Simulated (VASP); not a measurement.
# C under a change of volume, part 2 of 2

How do the elastic response and the band edges of C follow a change of volume?

VASP 6.6.1, plane waves and PAW; the level of theory is named at each step.

So far: The starting structure; Relax the crystal, LDA; Relax at fixed volume, LDA; Band edges, TB-mBJ with spin-orbit coupling.

### 5. Band edges, r2SCAN with spin-orbit coupling

Short lines in KPOINTS_OPT sample the zone centre, for masses, and the other valleys.

Level: r2SCAN, spin-orbit coupling; plane waves and PAW (C).

Input file INCAR:

```
SYSTEM = C
PREC = Accurate
ENCUT = 600
EDIFF = 1E-06
NELM = 100
ISMEAR = 0
SIGMA = 0.02
LREAL = .FALSE.
ALGO = Normal
METAGGA = R2SCAN
LASPH = .TRUE.
LNONCOLLINEAR = .TRUE.
MAGMOM = 0 0 0 0 0 0
NBANDS = 18
GGA_COMPAT = .FALSE.
LSORBIT = .TRUE.
LWAVE = .FALSE.
LCHARG = .FALSE.
KPAR = 3
```

Input file POSCAR:

```
C
1.0
    0.0000000000      1.7490207392      1.7490207392
    1.7490207392      0.0000000000      1.7490207392
    1.7490207392      1.7490207392      0.0000000000
C
2
Direct
    0.0000000000      0.0000000000      0.0000000000
    0.2500000000      0.2500000000      0.2500000000
```

Input file KPOINTS:

```
Automatic mesh
0
Gamma
11 11 11
0 0 0
```

Input file KPOINTS_OPT:

```
Line mode
6
Line-mode
Reciprocal
  0.00000000   0.00000000   0.00000000
  0.01391826   0.01391826  -0.00000000

  0.00000000   0.00000000   0.00000000
  0.00000000  -0.01391826  -0.01391826

  0.31000000   0.31000000   0.00000000
  0.50000000   0.50000000   0.00000000

  0.00000000   0.31000000   0.31000000
  0.00000000   0.50000000   0.50000000

  0.45000000   0.45000000   0.45000000
  0.50000000   0.50000000   0.50000000

  0.45000000   0.00000000   0.00000000
  0.50000000   0.00000000   0.00000000

  0.42500000   0.42500000   0.00000000
  0.42500000   0.43891826   0.01391826

  0.50000000   0.50000000   0.50000000
  0.49015830   0.50984170   0.50000000
```

The projector-augmented-wave data sets are C (LDA family, release 64).

On the command line:

```sh
$ mpirun -np 3 vasp_ncl
```

Log:

```text
[banner, memory and clock lines left out]
running    3 mpi-ranks, on    1 nodes
[...]
[... a notice as in an earlier step ...]

 LDA part: xc-table for (None), standard interpolation
 POSCAR, INCAR and KPOINTS ok, starting setup
[...]
entering main loop
       N       E                     dE             d eps       ncg     rms          rms(c)
DAV:   1    -0.932134056206E+01   -0.93213E+01   -0.46987E+03  2016   0.102E+03
DAV:   2    -0.390632105637E+02   -0.29742E+02   -0.27634E+02  2806   0.192E+02
DAV:   3    -0.399682267471E+02   -0.90502E+00   -0.89664E+00  2376   0.263E+01
DAV:   4    -0.399712864808E+02   -0.30597E-02   -0.30588E-02  2506   0.184E+00
[...]
DAV:   8    -0.375812456528E+02   -0.14989E-02   -0.65835E-03  2268   0.765E-01    0.463E-01
DAV:   9    -0.375816217012E+02   -0.37605E-03   -0.17272E-04  2280   0.184E-01    0.167E-02
DAV:  10    -0.375816218061E+02   -0.10491E-06   -0.48874E-06  2382   0.217E-02
   1 F= -.37581622E+02 E0= -.37581622E+02  d E =-.183703E-66  mag=     0.0000    -0.0000     0.0000
 Start KPOINTS_OPT (optional k-point list driver)
k-point batch [1-48\48]
       N       E                     dE             ncg
DAV:   1     0.231106896658E+04   -0.12277E+05     1728
DAV:   2     0.790359183396E+03   -0.15207E+04     2506
DAV:   3     0.747952461063E+03   -0.42407E+02     1908
DAV:   4     0.747836122431E+03   -0.11634E+00     2140
DAV:   5     0.747835849790E+03   -0.27264E-03     1846
DAV:   6     0.747835848926E+03   -0.86477E-06     1750
```

Wall time 65 s (3 MPI ranks of Intel Xeon Platinum 8259CL at 2.50GHz (Skylake/Cascade Lake), shared host); peak memory 0.54 GiB; 2.9 min of CPU time.

Parts of OUTCAR (step 5):

```text
  Total        1.7052319      1.7052319      1.7052319      0.0000000      0.0000000     -0.0000000
  in kB      255.3166673    255.3166673    255.3166673      0.0000000      0.0000000     -0.0000000
  external PRESSURE =     255.3166673 kB  Pullay stress =       0.0000000 kB

  FREE ENERGIE OF THE ION-ELECTRON SYSTEM (eV)
  ---------------------------------------------------
  free  energy   TOTEN  =       -37.5816218061 eV

  energy  without entropy=      -37.5816218061  energy(sigma->0) =      -37.58162181

[... 3 parts as in an earlier step ...]

[... 1 further part left out ...]
[key lines of the parts left out:]
E-fermi :  11.0569
```

Read from the output:

- energy(sigma→0) of the program: -37.5816 eV
- stress, compression positive: xx, yy, zz 25.53, 25.53, 25.53 GPa

The run ends at a pressure of 25.53 GPa.

### 6. The table

Runs beyond LDA use the data sets made with LDA; this shifts their levels slightly, and their total energies have another zero (at TB-mBJ, which has no energy functional, they mean nothing).

The other members went through these steps as far as the tables show, with the same cutoff and, step by step, the same mesh; 25 runs are not shown. The session took 0.89 core hours (wall time by ranks) on a shared machine.

```tsv
volume over the relaxed volume	volume (Å³/atom)	pressure (GPa)	energy above the unstrained row (meV/atom)	gap on the mesh, LDA (eV)
0.940	5.185	32.425	33.898	4.322
0.955	5.268	23.459	18.961	4.282
0.970	5.350	15.103	8.551	4.242
0.985	5.433	7.305	2.294	4.204
1	5.516	0.037	0.000	4.167
1.015	5.599	-6.747	1.294	4.130
1.030	5.681	-13.075	6.016	4.094
1.045	5.764	-18.974	13.936	4.060
1.060	5.847	-24.477	24.793	4.026
```

A cubic of the pressure in ln(V/V₀) through all rows has the slope −B at V₀: B = 468 GPa, and its curvature gives B′ = 3.6.

Band edges at TB-mBJ with spin-orbit coupling, counted from the valence-band top at Γ, spin-orbit pairs averaged, with one row partly withheld:

```tsv
volume over the relaxed volume	gap (eV)	conduction band at Γ (eV)	Δ or X valley along z (eV)	lowest conduction level at L, [111] (eV)	second valence level below the top (eV)	third valence level below the top (eV)
0.940	5.106	6.865	5.103	9.867	0.000	0.012
0.955	5.075	6.820	5.073	9.803	0.000	0.012
0.970	5.046	6.775	5.044	9.740	0.000	0.012
0.985	?	6.731	?	9.677	0.000	0.012
1	4.988	6.687	4.987	9.616	0.000	0.012
1.015	4.960	6.644	4.960	9.505	0.000	0.012
1.030	4.932	6.602	4.933	9.316	0.000	0.012
1.045	4.907	6.561	4.908	9.132	0.000	0.012
1.060	4.881	6.520	4.881	8.950	0.000	0.012
```

Band edges at r2SCAN with spin-orbit coupling, counted from the valence-band top at Γ, spin-orbit pairs averaged:

```tsv
volume over the relaxed volume	gap (eV)	conduction band at Γ (eV)	Δ or X valley along z (eV)	lowest conduction level at L, [111] (eV)	second valence level below the top (eV)	third valence level below the top (eV)
0.940	4.523	6.068	4.524	9.239	0.000	0.014
0.955	4.485	6.024	4.486	9.173	0.000	0.014
0.970	4.448	5.981	4.450	9.107	0.000	0.014
0.985	4.412	5.939	4.413	9.043	0.000	0.013
1	4.377	5.897	4.378	8.979	0.000	0.013
1.015	4.343	5.856	4.344	8.916	0.000	0.013
1.030	4.309	5.816	4.310	8.854	0.000	0.013
1.045	4.277	5.776	4.277	8.793	0.000	0.013
1.060	4.245	5.737	4.245	8.687	0.000	0.013
```

### 7. A fit to the known rows

The quantity to fit is the Δ or X valley above the valence top at TB-mBJ with spin-orbit coupling: 5.103, 5.073, 5.044, 4.987, 4.960, 4.933, 4.908, 4.881 eV in the rows shown.

A least-squares parabola through the 8 rows shown, with u the logarithm of the volume ratio: E = 0.5175 u² − 1.843 u + 4.987 (eV), r.m.s. residual 3.7e-4 eV.

At u = -0.01511 this predicts 5.0153 eV.

### 8. Prediction against calculation

The calculation gives 5.0151 eV, so the prediction is 0.0002 eV too high.

### 9. Outcome

| Quantity | Value |
| --- | --- |
| bulk modulus | 468 GPa |
| gap of the unstrained cell, TB-mBJ with spin-orbit coupling | 4.99 eV |
| gap of the unstrained cell, r2SCAN with spin-orbit coupling | 4.38 eV |
| dE/d ln V of the Δ or X valley above the valence top, TB-mBJ with spin-orbit coupling | -1.84 eV |
| error of the predicted row | 0.2 meV |

In words: The slope of the energy gives 0.89 GPa at the relaxed volume where the pressure column has 0.04 GPa, a mark of the finite basis. At TB-mBJ with spin-orbit coupling the lowest conduction valley is Δ or X throughout, and the gap runs between 4.88 and 5.11 eV. At r2SCAN with spin-orbit coupling the lowest conduction valley is Δ or X throughout, and the gap runs between 4.24 and 4.52 eV. Hole masses are left out throughout, since the top bands are degenerate or cross in many series; of conduction masses, those of the Γ, L and (for Si and Ge under (001) strain) Δ valleys are kept where they change by under an eighth between rows. A measured gap of unstrained C is 5.5 eV (arxiv:1902.02958, band gap, experimental literature value, temperature not given); the static gaps here belong to the lattice relaxed at LDA. TB-mBJ is a potential fitted for gaps; it has no energy functional, so its total energies and forces mean nothing, and its bands tend to come out too narrow. r2SCAN opens gaps somewhat over GGA but leaves them below measured values as a rule. Δ or X levels are the lowest on their line, refined by a parabola unless they lie at X; the gap is read from all points sampled and can differ from the lowest valley by some meV, or by tens of meV where strain moves the valence top off Γ. Temperature, zero-point motion and excitons are left out.

[Lines on the potential files, build, host, timing and source positions are cut from VASP's logs without a mark.]

[Logs are printed without paths, hosts, clocks, repeated set-up lines and the standing remarks that a program may print on its own settings, such as how far it seeks lower states.]

[Hosts, paths, dates, database ids (printed as entryN), source tags and the programs' standing remarks are cut or masked in the printed files.]

[In band tables of VASP the shares of atoms and orbitals are scaled to a sum of 1 inside the atoms' spheres.]
